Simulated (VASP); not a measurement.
An input for Ansatz (written as the equivalent of a VASP run, and not itself run):

Ansatz 0.2 input:
```yaml
crystal:
  lattice:
    - [4.1357543, 0.0000000, 0.0000000]
    - [0.0000000, 4.1357543, 0.0000000]
    - [0.0000000, 0.0000000, 4.1357543]
  atoms:
    - { symbol: Sc, position: [0.0000000, 0.0000000, 0.0000000] }
    - { symbol: Al, position: [0.0000000, 0.5000000, 0.5000000] }
    - { symbol: Al, position: [0.5000000, 0.0000000, 0.5000000] }
    - { symbol: Al, position: [0.5000000, 0.5000000, 0.0000000] }
kpoints:
  mp_grid: { grid: [7, 7, 7] }
hamiltonian:
  xc: revpbe
  pseudopotentials: { kind: paw }
scf:
  occupations: { method: methfessel_paxton, width: 0.1 }
  max_iter: 100
relax:
  max_steps: 60
  f_tol: 0.02
  cell: {}
output: { forces: true, stress: true, eigenvalues: true }
```

**Question.** Translate this input to VASP (INCAR, KPOINTS, POSCAR, choice of POTCAR).

**Answer.** One answer among several that fit: 
### POSCAR
```
Al3Sc
1
    4.1357542672    -0.0000000000     0.0000000000
   -0.0000000000     4.1357542672    -0.0000000000
    0.0000000000    -0.0000000000     4.1357542672
Sc Al
1 3
Direct
  0.0000000000   0.0000000000   0.0000000000
  0.0000000000   0.5000000000   0.5000000000
  0.5000000000   0.0000000000   0.5000000000
  0.5000000000   0.5000000000   0.0000000000
```

File KPOINTS:
```
Automatic mesh
0
Gamma
7 7 7
0 0 0
```

**INCAR**
```
# general
SYSTEM  = Al3Sc
PREC    = Accurate
ENCUT   = 520   # plane-wave cut-off (eV)
LREAL   = .FALSE.   # projection in real space or not
LASPH   = .TRUE.

# electronic loop
EDIFF   = 1E-6   # SCF stop (eV)
NELM    = 100   # most electronic steps
ALGO    = Normal   # blocked Davidson
LMAXMIX = 4

# smearing
ISMEAR  = 1
SIGMA   = 0.1

# functional
GGA     = RE   # revPBE

# ions
IBRION  = 2   # conjugate gradients
NSW     = 60   # most ionic steps
ISIF    = 3   # ions, shape and volume
EDIFFG  = -0.02   # ionic stop

# output
LWAVE   = .FALSE.
LCHARG  = .FALSE.
```

POTCAR, in this order: Sc_sv Al (PBE.64 set). Program: vasp_std.

The two are equivalent in intent, not identical: each code has its own PAW files, so the cut-off isn't converted (ENCUT is set for VASP's; basis.ecutwfc is left out, and Ansatz then takes the one that its files recommend); Ansatz stops its SCF on the density residual and VASP on the energy change (EDIFF).

The compound is Al3Sc in the L1_2 structure. This run relaxes it. Symmetry was kept, so distortions that lower it aren't found. The start is the result of an earlier pass.
